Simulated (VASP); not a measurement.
Crystal: Ag.

```xyz
2
Lattice="2.9300 0.0000 0.0000 -1.4650 2.5375 0.0000 0.0000 0.0000 4.7900" Properties=species:S:1:pos:R:3 pbc="T T T"
Ag    0.0000    1.6916    1.1975
Ag    1.4650    0.8458    3.5925
```

This isn't the form of Ag at room conditions, which is fcc.

| Quantity | Value |
| --- | --- |
| Program | VASP 6.6.1 |
| Task | relaxation of cell and atoms |
| Functional | LDA |
| Potentials or basis | VASP PAW LDA potentials, release 64 (Ag) |
| Cutoff | 600 eV |
| k mesh | 9 × 9 × 4 |
| Occupations | gaussian, width 0.1 eV |
| Spin | no spin polarisation |

At the start: pressure -10.6 GPa; volume 17.81 Å³/atom.

Q: How do energy, volume and symmetry change on relaxing?

A: Over 5 steps the energy falls by 65.3 meV/atom and the volume is 16.05 Å³/atom (-9.9 %); space group P6_3/mmc (No. 194, to 0.05 Å).

The path:
```tsv
step	energy change (eV)	largest force (eV/Å)	pressure (GPa)	volume (Å³)
1	0.0000	0.0000	-10.59	35.61
2	-0.0500	0.0000	12.35	29.88
3	-0.1300	0.0000	-0.08	32.16
4	-0.1300	0.0000	0.18	32.10
5	-0.1306	0.0000	0.18	32.10
```

Final structure:
```
Ag
1.0
     2.81913    0.00000    0.00000
    -1.40957    2.44144    0.00000
     0.00000    0.00000    4.66425
Ag
2
Cartesian
  0.0000 1.6276 1.1661
  1.4096 0.8138 3.4982
```
